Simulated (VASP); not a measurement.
Energy against volume of BN (zinc blende). These are PBE GGA with D3 dispersion (zero damping), VASP's PBE PAW potentials (set 64) (plane waves; VASP 6.6.1) values and carry that method's errors. Settings: 520 eV cut-off, 12×12×12 Γ-centred mesh, Gaussian smearing of 0.050 eV, potentials B N.

```csv
V (Å³/atom),E (eV/atom)
5.732,-8.85580
5.910,-8.86270
6.087,-8.85697
6.264,-8.84022
```

Q: Fit these four points and predict the energy of the run at 5.555 Å³/atom.

A: A cubic in V^(−2/3), the third-order Birch-Murnaghan form, passes through the four points with V0 = 5.91 Å³/atom and B0 = 378 GPa, and gives -8.8346 eV/atom there. The run gave -8.8344 eV/atom, +0.2 meV/atom from the fit; all five points give B0 = 379 GPa.

The compound is BN in the zinc blende structure. It was relaxed first.
